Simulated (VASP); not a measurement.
Here is the system:

```
CELL_PARAMETERS angstrom
      2.91277     0.00000     0.00000
      0.00000     2.91277     0.00000
      0.00000     0.00000     2.91277
ATOMIC_POSITIONS crystal
  Zn 0.50000 0.50000 0.50000
  Cu 0.00000 0.00000 0.00000
```

All values below come from PBEsol GGA, VASP's PBE PAW potentials (set 64) (plane waves; VASP 6.6.1). Numerical set-up: 500 eV cut-off, 12×12×12 Γ-centred mesh, first-order Methfessel-Paxton smearing of 0.10 eV, potentials Zn Cu.

Estimate the energy per atom (σ→0), band gap (on the k-mesh) with the smallest direct gap where there is one.

* **band gap (on the k-mesh)**: none (metal, semimetal or under 0.01 eV)
* **energy per atom (σ→0)**: -3.045 eV/atom

Total energies compare only between runs with the same potentials, cut-off and functional.

The compound is CuZn in the CsCl type structure. It was relaxed first. The electron count is odd and the run is not spin-polarised, which forces a metal.
